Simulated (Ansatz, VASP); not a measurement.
# CaO (CaO (001), 5 units): VASP beside Ansatz, part 2 of 2

Aim: how closely do two programs agree when they are given the same cell, functional and k mesh? Of the first pair: The structure shown is the start of the Ansatz relaxation below; VASP solves that cell, so the two are compared at the walk's first step.

VASP 6.6.1 and Ansatz 0.2.0.

So far. Step 4 (Differences): The forces differ by 9.8 meV/Å r.m.s., which is 15.4 % of the r.m.s. force of 0.064 eV/Å (both taken over all components). With vacuum in the cell, a pressure given here is an average over mostly empty space and none of the material.

### Step 5. Ansatz: relaxation, PBE

Level of this step: Ansatz beside VASP: Kohn-Sham DFT, plane waves, PBE (Ansatz).

This run makes the geometry at which the two programs are then compared.

The structure compared here is the end of the Ansatz relaxation.

input.yaml reads:

```yaml
crystal:
  lattice:
    - [3.40118362, 0.0, 0.0]
    - [0.0, 3.40118362, 0.0]
    - [0.0, 0.0, 25.62]
  atoms:
    - { symbol: Ca, position: [0.5, 0.5, 0.31225605] }
    - { symbol: O, position: [0.0, 0.0, 0.31225605] }
    - { symbol: Ca, position: [0.0, 0.0, 0.406128025] }
    - { symbol: O, position: [0.5, 0.5, 0.406128025] }
    - { symbol: Ca, position: [0.5, 0.5, 0.5] }
    - { symbol: O, position: [0.0, 0.0, 0.5] }
    - { symbol: Ca, position: [0.0, 0.0, 0.593871975] }
    - { symbol: O, position: [0.5, 0.5, 0.593871975] }
    - { symbol: Ca, position: [0.5, 0.5, 0.68774395] }
    - { symbol: O, position: [0.0, 0.0, 0.68774395] }
  periodic: [true, true, false]
kpoints:
  mp_grid: { grid: [8, 8, 1] }
hamiltonian:
  xc: pbe
scf:
  occupations: { method: fermi_dirac, width: 0.05 }
relax:
  f_tol: 0.01
  max_steps: 90
  cell: {}
```

On the command line:

```console
$ ansatz run input.yaml --threads 4 --pin off --max-ram 8192MiB --backend cpu --events-out ev --progress --plain --runs-dir out
```

Numbers of over 12 decimals in the logs are rounded to 6 here.

Output:

```text
[...]
Crystal: 10 atoms, lattice volume = 497.889 Å³
Basis set: ecut = 420 eV, 9739 PW (Γ), exchange–correlation on 48×48×576 points (8 copies of the dense FFT grid, shifted against one another)
Bands: 50, of which v1, the nominal top of the filled ones, is band 40 counted from 1 (39 counted from 0)
Symmetry: 16 space group operations
[...]
- { symbol: O, position: [0, 0, 0.185796] }
    - { symbol: Ca, position: [0, 0, 0.241042] }
    - { symbol: O, position: [0.500000, 0.500000, 0.240851] }
    - { symbol: Ca, position: [0.500000, 0.500000, 0.297630] }
    - { symbol: O, position: [0, 0, 0.297630] }
    - { symbol: Ca, position: [0, 0, 0.354218] }
    - { symbol: O, position: [0.500000, 0.500000, 0.354409] }
    - { symbol: Ca, position: [0.500000, 0.500000, 0.409914] }
    - { symbol: O, position: [0, 0, 0.409464] }
[key lines of the parts left out:]
SCF converged after 6 iterations
Free energy (F): -11937.712349 eV
Fermi energy:    -2.531102 eV
P = ½ c Tr σ = -0.0061 N/m
```

### Step 6. VASP: single point, PBE, relaxed cell, pair 2

The same cell, functional, mesh and smearing now go to VASP, with its own data sets.

INCAR reads:

```
SYSTEM = CaO
PREC = Accurate
ENCUT = 520
EDIFF = 1E-06
NELM = 120
ISMEAR = -1
SIGMA = 0.05
LREAL = .FALSE.
ALGO = Normal
GGA = PE
NBANDS = 50
LORBIT = 11
LWAVE = .FALSE.
LCHARG = .FALSE.
ISIF = 2
LDIPOL = .TRUE.
IDIPOL = 3
DIPOL = 0.5 0.5 0.298
LVHAR = .TRUE.
LASPH = .TRUE.
GGA_COMPAT = .FALSE.
EFERMI = MIDGAP
NELMDL = -8
KPAR = 2
```

POSCAR reads:

```
CaO
1.0
    3.3728914499      0.0000000000      0.0000000000
    0.0000000000      3.3728914499      0.0000000000
    0.0000000000      0.0000000000     43.0399999960
Ca O
5 5
Direct
    0.5000000000      0.5000000000      0.1853463851
    0.0000000000      0.0000000000      0.2410423371
    0.5000000000      0.5000000000      0.2976301115
    0.0000000000      0.0000000000      0.3542178860
    0.5000000000      0.5000000000      0.4099138380
    0.0000000000      0.0000000000      0.1857960583
    0.5000000000      0.5000000000      0.2408512412
    0.0000000000      0.0000000000      0.2976301115
    0.5000000000      0.5000000000      0.3544089819
    0.0000000000      0.0000000000      0.4094641648
```

KPOINTS reads:

```
Automatic mesh
0
Gamma
8 8 1
0 0 0
```

Potentials, in the order of the species: Ca_sv and O (PBE family, release 64).

On the command line:

```console
$ mpirun -np 2 vasp_std
```

Output:

```text
[... set-up lines as in an earlier step ...]
 entering main loop
       N       E                     dE             d eps       ncg     rms          rms(c)
DAV:   1     0.847583051830E+03    0.84758E+03   -0.39681E+04  1876   0.136E+03
DAV:   2     0.307653736351E+02   -0.81682E+03   -0.79518E+03  1858   0.403E+02
DAV:   3    -0.678792370395E+02   -0.98645E+02   -0.97845E+02  2052   0.118E+02
DAV:   4    -0.735381827865E+02   -0.56589E+01   -0.56411E+01  2200   0.314E+01
[...]
DAV:  27    -0.631255606283E+02   -0.65517E-05   -0.25846E-07  1078   0.180E-03    0.214E-04
DAV:  28    -0.631255629052E+02   -0.22769E-05   -0.11095E-07  1078   0.124E-03    0.371E-04
DAV:  29    -0.631255632801E+02   -0.37484E-06   -0.33909E-08  1120   0.806E-04
   1 F= -.63125563E+02 E0= -.63125563E+02  d E =-.557702E-13
```

OUTCAR, selected parts (step 6):

```text
  Total        0.5505280      0.5505280      0.3497966      0.0000000      0.0000000      0.0000000
  in kB        1.8014118      1.8014118      1.1445878      0.0000000      0.0000000      0.0000000
  external PRESSURE =       1.5824704 kB  Pullay stress =       0.0000000 kB

 POSITION                                       TOTAL-FORCE (eV/Angst)
 -----------------------------------------------------------------------------------
      1.68645      1.68645      7.97731        -0.000000      0.000000     -0.034316
      0.00000      0.00000     10.37446         0.000000      0.000000      0.006810
      1.68645      1.68645     12.81000        -0.000000     -0.000000     -0.000000
      0.00000      0.00000     15.24554         0.000000      0.000000     -0.006810
      1.68645      1.68645     17.64269        -0.000000     -0.000000      0.034316
      0.00000      0.00000      7.99666        -0.000000      0.000000     -0.022658
      1.68645      1.68645     10.36624        -0.000000     -0.000000      0.003263
      0.00000      0.00000     12.81000         0.000000      0.000000     -0.000000
      1.68645      1.68645     15.25376        -0.000000      0.000000     -0.003263
      0.00000      0.00000     17.62334        -0.000000      0.000000      0.022658
 -----------------------------------------------------------------------------------
    total drift:                                0.000000      0.000000     -0.000075

  FREE ENERGIE OF THE ION-ELECTRON SYSTEM (eV)
  ---------------------------------------------------
  free  energy   TOTEN  =       -63.1255632801 eV

  energy  without entropy=      -63.1255632801  energy(sigma->0) =      -63.12556328

[... 1 part as in an earlier step ...]

[... 2 further parts left out ...]
[key lines of the parts left out:]
E-fermi :  -0.7136
```

### Step 7. Differences

Compared:

| quantity | Ansatz | VASP | difference |
| --- | --- | --- | --- |
| gap on the k mesh (eV) | 2.918 | 2.908 | +0.010 |

At this near-relaxed geometry the largest component of a force difference is 34 meV/Å. A gap on the mesh is an upper bound, since the band edges may lie between its points. With vacuum in the cell, a pressure given here is an average over mostly empty space and none of the material.

### Step 8. Outcome

| Property | Result |
| --- | --- |
| r.m.s. force difference (single point, PBE, start cell, pair 1) | 9.8 meV/Å |
| difference in gap on the k mesh (single point, PBE, relaxed cell, pair 2) | 0.010 eV |
| r.m.s. force difference (single point, PBE, relaxed cell, pair 2) | 11 meV/Å |

**Reading.** The r.m.s. force difference is 11 meV/Å (single point, PBE, relaxed cell, pair 2), within the 12 meV/Å picked in this series as the mark of a large difference. Such differences can come from data sets, numerical settings and the points named under the comparisons, not from the functional's error against experiment.

[Lines on the potential files, build, host, timing and source positions are cut from VASP's logs without a mark.]

[Logs are printed without paths, hosts, clocks, repeated set-up lines and the standing remarks that a program may print on its own settings, such as how far it seeks lower states.]

[Hosts, paths, dates, database ids (printed as entryN), source tags and the programs' standing remarks are cut or masked in the printed files.]
